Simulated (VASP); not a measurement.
All values below come from LDA (Ceperley-Alder, Perdew-Zunger), VASP's LDA PAW potentials (set 64) (plane waves; VASP).

VASP ran on this input.

**KPOINTS**
```
kpoints
0
G
6 6 3
```

### POSCAR
```
ScAgSe2
1
    3.8177795399     0.0000000000     0.0000000000
   -1.9088897700     3.3062936048     0.0000000000
    0.0000000000     0.0000000000     6.3637962164
Sc Ag Se
1 1 2
Direct
  0.0000000000   0.0000000000   0.0000000000
  0.0000000000   0.0000000000   0.5000000000
  0.3333330000   0.6666670000   0.2395608549
  0.6666670000   0.3333330000   0.7604391451
```

### INCAR
```
ALGO  =  Normal
EDIFF  =  1E-7
ENCUT  =  530
IBRION  =  6
ISIF  =  3
ISMEAR  =  0
LASPH  =  .TRUE.
LCHARG  =  .FALSE.
LMAXMIX  =  4
LREAL  =  .FALSE.
LWAVE  =  .FALSE.
NELM  =  100
NFREE  =  2
NSW  =  1
POTIM  =  0.015
PREC  =  Accurate
SIGMA  =  0.05
SYSTEM  =  ScAgSe2
```

POTCAR, in this order: Sc_sv Ag Se (LDA.64 set). Program: vasp_std.

The run wrote:

VASP stops with an error: RE_READ_KPOINTS: the new IBZ does not contain all k-points of the original IBZ. ... try setting KBLOWUP=.FALSE. ... as a last resort: switch off symmetry ----> I REFUSE TO CONTINUE WITH THIS SICK JOB ... BYE!!! <----

The structure comes from a computed database's ScAgSe2 entry (P-3m1); how it stands against other phases isn't given here. It was relaxed first, which changed the volume by -8 %.
